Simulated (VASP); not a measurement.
MoTe2: transverse stress against strain

MoTe2 (2H layered, P6_3/mmc, 24.603 Å³/atom and stress up to 0.13 GPa in the relaxed cell, c along z) under an equal strain ε along x and y, with z held. PBEsol in VASP (plane waves, PAW), 480 eV, 12×12×4 Γ-centred mesh, Gaussian smearing 0.05 eV; ions are relaxed, or left where forces stay under 0.02 eV/Å, within the symmetry of each cell. Stress is positive for a compressed cell.

Here s stands for strain and y for stress zz.

| strain (%) | stress zz (GPa) |
|---|---|
| -1.50 | 0.42 |
| -1.00 | 0.30 |
| -0.50 | 0.18 |
| 0.00 | 0.12 |
| 0.50 | -0.04 |
| 1.00 | -0.13 |
| 1.50 | -0.22 |
| 3.00 | ? |

The 7 complete rows are fitted with a straight line, y against s. Means: s 0, y 0.090. About the means, the sum of products is -1.5000 and the sum of squares of s is 7.0000; the slope is their ratio. Least squares gives y = 0.090 - 0.2143·s. Residuals (row less fit): 0.009, -0.004, -0.017, 0.030, -0.023, -0.006, 0.011; standard error 0.020 (degrees of freedom: 5). The slope gives the elastic constant 2C13 = 21.4 ± 0.8 GPa (± standard error of the fit, which holds the terms cut off).

### Question
Predict the withheld y at s = 3.00 from the fit, and compare with the calculation.

### Answer
y = 0.090 - 0.2143 × 3.0 = -0.553 GPa. The calculation gives -0.39 GPa, 0.163 GPa above the prediction (20.1 % of the range of y in the table). The row lies outside the fitted rows, so this is an extrapolation. From the scatter of the fitted rows alone, a prediction at this place has a standard error of 0.031 GPa, so the miss is 5.3 times that.

A polynomial of degree 2 through the 12 other runs of the series gives -0.42 there, so most of the miss is curvature that the fit leaves out. Spin-orbit coupling is left out, which can shift these values for the heavy elements here. For MoTe2: without a dispersion term in the relaxation, distances and binding between the weakly bound layers, chains or molecules are unreliable, and so is what depends on them. Rows are the converged runs of the series near zero and its far end, less any whose ions stayed unrelaxed beside relaxed ones; series whose fitted rows scatter by over a few per cent of the range, as at a crossing or softening among them, aren't shown in this form. Most that stay on the fit to the last digits aren't either.
